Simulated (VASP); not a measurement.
The system is YNb.

```
Y Nb
1.0
     3.61141    0.00000    0.00000
     0.00000    3.61141    0.00000
     0.00000    0.00000    3.61141
Y Nb
1 1
Cartesian
  0.0000 0.0000 0.0000
  1.8057 1.8057 1.8057
```

The cell was built by a generator and needn't be a form met in nature.

```yaml
Program: VASP 6.6.1
Task: relaxation of cell and atoms
Functional: revPBE
Potentials_or_basis: VASP PAW PBE potentials, release 64 (Y_sv, Nb_sv)
Cutoff: 600 eV
k_mesh: 9 × 9 × 9
Occupations: fermi-dirac, width 0.05 eV
Spin: no spin polarisation
```

At the start: pressure 1.2 GPa; volume 23.55 Å³/atom.

How do energy, volume and symmetry change on relaxing?

Over 5 steps the energy falls by 3.5 meV/atom and the volume is 23.99 Å³/atom (+1.9 %); space group Pm-3m (No. 221, to 0.05 Å).

Step by step:
```tsv
step	energy change (eV)	largest force (eV/Å)	pressure (GPa)	volume (Å³)
1	0.0000	0.0000	1.17	47.10
2	-0.0065	0.0000	-0.46	48.29
3	-0.0068	0.0000	-0.26	48.16
4	-0.0070	0.0000	0.03	47.96
5	-0.0070	0.0000	-0.02	47.99
```

Final structure:
```
Y Nb
1.0
     3.63388    0.00000    0.00000
     0.00000    3.63388    0.00000
     0.00000    0.00000    3.63388
Y Nb
1 1
Direct
  0.00000 0.00000 0.00000
  0.50000 0.50000 0.50000
```

Caveat: the PAW data sets were made with another functional, which shifts forces and pressure a little.
